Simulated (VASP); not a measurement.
The system is GaC3.

```
CELL_PARAMETERS angstrom
3.31895 0.00000 0.00000
0.00000 3.31895 0.00000
0.00000 0.00000 3.31895
ATOMIC_POSITIONS crystal
Ga 0.00000 0.00000 0.00000
C 0.00000 0.50000 0.50000
C 0.50000 0.00000 0.50000
C 0.50000 0.50000 0.00000
```

The cell comes from a database or a generator and needn't be the stable form of this composition.

Base run:

| Property | Result |
| --- | --- |
| Program | VASP 6.6.1 |
| Functional | PBE |
| Potentials or basis | VASP PAW PBE potentials, release 64 (Ga_d, C) |
| Cutoff | 520 eV |
| k mesh | 6 × 6 × 6 |
| Occupations | fermi-dirac, width 0.1 eV |
| Spin | no spin polarisation |

Its results: band gap on the k mesh none (metal or under the smearing width); pressure 1.5 GPa.

The run is repeated on the same cell with these changes: k mesh from 6 × 6 × 6 to 4 × 4 × 4; further incar settings from ALGO = Normal; EDIFF = 1e-07; NBANDS = 20 to ALGO = Normal; EDIFF = 1e-06; NBANDS = 20. What comes out?

Band gap on the k mesh none (metal or under the smearing width); pressure 4.2 GPa.

Caveats: some runs use coarse meshes.

Not every run made on this cell is shown here.
